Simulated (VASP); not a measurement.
Consider the following.

```yaml
crystal:
  lattice:
    - [0.00000, 4.36287, 4.36287]
    - [4.36287, 0.00000, 4.36287]
    - [4.36287, 4.36287, 0.00000]
  atoms:
    - { symbol: K, position: [0.25000, 0.25000, 0.25000] }
    - { symbol: K, position: [0.75000, 0.75000, 0.75000] }
    - { symbol: K, position: [0.50000, 0.50000, 0.50000] }
    - { symbol: Sn, position: [0.00000, 0.00000, 0.00000] }
```

Computed with PBEsol GGA with spin-orbit coupling, VASP's PBE PAW potentials (set 64) (plane waves; VASP). Numerical set-up: 400 eV cut-off, 6×6×6 Γ-centred mesh, Gaussian smearing of 0.050 eV, potentials K_sv Sn_d.

The run has a spin-polarised start.

### Question
Give the energies of bands 35 to 47 at the high-symmetry points, in eV from the Fermi level.

### Answer

```csv
band,Γ,X,U,L,W
35,-6.49,-6.20,-6.20,-6.25,-6.19
36,-6.09,-5.79,-5.79,-5.83,-5.78
37,-0.36,-1.48,-1.27,-1.68,-1.08
38,-0.28,-1.17,-1.01,-1.40,-1.07
39,-0.10,-0.37,-0.91,-0.40,-0.73
40,0.16,-0.37,-0.66,-0.30,-0.71
41,0.24,0.07,-0.34,0.03,-0.60
42,0.24,0.07,0.05,0.14,-0.29
43,0.31,0.75,1.17,1.68,1.35
44,0.33,0.85,1.29,1.80,1.53
45,2.24,1.40,2.17,2.62,2.68
46,2.24,1.51,2.34,2.62,2.68
47,2.39,3.78,3.33,2.76,2.83
```

It has no gap at this level: it comes out as a metal or semimetal.

The structure comes from a computed database's K3Sn entry (Fm-3m); how it stands against other phases isn't given here. It was relaxed first, which changed the volume by -5 %.
